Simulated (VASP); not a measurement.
Consider the following.

```xyz
1
Lattice="0.0000 2.0825 2.0825 2.0825 0.0000 2.0825 2.0825 2.0825 0.0000" Properties=species:S:1:pos:R:3 pbc="T T T"
Au     0.0000     0.0000     0.0000
```

These are PW91 GGA, VASP's PBE PAW potentials (set 64) (plane waves; VASP 6.6.1) values and carry that method's errors. Settings: 520 eV cut-off, 17×17×17 Γ-centred mesh, tetrahedra with Blöchl corrections, potentials Au.

Unless said otherwise, spin-orbit coupling is left out, though it shifts the bands of the heavy elements here.

**Question.** Predict the energy per atom (σ→0), band gap (on the k-mesh) with the smallest direct gap where there is one.

**Answer.** 
```yaml
band gap (on the k-mesh): none (metal, semimetal or under 0.01 eV)
energy per atom (σ→0): -3.250 eV/atom
```

The compound is Au in the fcc structure. It was relaxed first, which changed the volume by +6 %.
